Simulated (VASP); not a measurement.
These are PBE GGA, VASP's PBE PAW potentials (set 64) (plane waves; VASP 6.6.1) values and carry that method's errors.

VASP ran on this input.

### POSCAR
```
GaN
1.0
  0.0000000000   2.3052000000   2.3052000000
  2.3052000000   0.0000000000   2.3052000000
  2.3052000000   2.3052000000   0.0000000000
Ga N
1 1
Cart
  0.0000000000   0.0000000000   0.0000000000
  1.1526000000   1.1526000000   1.1526000000
```

### KPOINTS
```
Automatic mesh
0
gamma
  1 1 1
```

INCAR:
```
# general
SYSTEM  = GaN
PREC    = Accurate
ENCUT   = 520   # plane-wave cut-off (eV)
LREAL   = .False.   # projection in real space or not
LASPH   = .True.

# electronic loop
EDIFF   = 1E-6
NELM    = 100
ALGO    = Normal
LMAXMIX = 4   # l cut-off of mixed one-centre charges

# smearing
ISMEAR  = 0   # Gaussian
SIGMA   = 0.05

# functional
GGA     = PE   # PBE

# ions
ISIF    = 2

# output
LWAVE   = .False.
LCHARG  = .False.
```

POTCAR, in this order: Ga_d N (PBE.64 set). Program: vasp_std.

Task: What will the output report for the number of irreducible k-points (NKPTS), number of bands (NBANDS), largest plane-wave count, number of space-group operations, FFT grid (NGX, NGY, NGZ)?

Result: 
```
Item                                           Value
--------------------------------------  ------------
number of irreducible k-points (NKPTS)             1
number of bands (NBANDS)                          13
largest plane-wave count                         645
number of space-group operations                  24
FFT grid (NGX, NGY, NGZ)                24 × 24 × 24
```

The compound is GaN in the zinc blende structure, a metastable form; wurtzite is the usual one. The cell was not relaxed at this level. The k-mesh is coarse (spacing up to 2.36 per Å, 2π included), so the numbers may not be converged in it. The run is one of a series of settings (KPOINTS 1×1×1 Γ-centred mesh against the base run), some of them coarse on purpose.
